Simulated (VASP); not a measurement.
Input:

```
CELL_PARAMETERS angstrom
      3.75162     0.00000     0.00000
     -1.87581     3.24899     0.00000
      0.00000     0.00000     6.33346
ATOMIC_POSITIONS crystal
  Sn 0.00516 0.00056 0.99847
  Se 0.66406 0.32957 0.75726
  Se 0.33078 0.66987 0.24427
```

These are PBEsol GGA, VASP's PBE PAW potentials (set 64) (plane waves; VASP 6.6.1) values and carry that method's errors. Run with 300 eV cut-off, 10×10×5 Γ-centred mesh, Gaussian smearing of 0.010 eV, potentials Sn_d Se.

At this cut-off the stress carries a Pulay error, which pulls relaxed volumes low.

Question: The ions are relaxed. Predict the relaxed structure.

Answer: 
```
CELL_PARAMETERS angstrom
      3.75162     0.00000     0.00000
     -1.87581     3.24899     0.00000
      0.00000     0.00000     6.33346
ATOMIC_POSITIONS crystal
  Sn 0.99995 0.00005 0.99956
  Se 0.66682 0.33187 0.74571
  Se 0.33323 0.66808 0.25473
```
Space group P-3m1 (164), at a tolerance of 0.03 Å.

Question: How much energy does the relaxation gain?

Answer: The energy (σ→0) changes by -18.0 meV/atom, in 4 ionic steps.

```json
[
 {"step": "1", "E(σ→0) (eV)": "-12.9062", "max force (eV/Å)": "0.866", "pressure (GPa)": "4.09", "volume (Å³)": "77.20"},
 {"step": "2", "E(σ→0) (eV)": "-12.9481", "max force (eV/Å)": "0.382", "pressure (GPa)": "2.55", "volume (Å³)": "77.20"},
 {"step": "3", "E(σ→0) (eV)": "-12.9572", "max force (eV/Å)": "0.283", "pressure (GPa)": "1.48", "volume (Å³)": "77.20"},
 {"step": "4", "E(σ→0) (eV)": "-12.9601", "max force (eV/Å)": "0.068", "pressure (GPa)": "1.17", "volume (Å³)": "77.20"}
]
```

The structure comes from a computed database's SnSe2 entry; how it stands against other phases isn't given here. In the starting cell atoms are displaced from their ideal sites. This run relaxes the ions in a fixed cell. The run is one of a series of settings (EDIFFG = -0.1, IBRION = 2, NSW = 50 against the base run), some of them coarse on purpose.
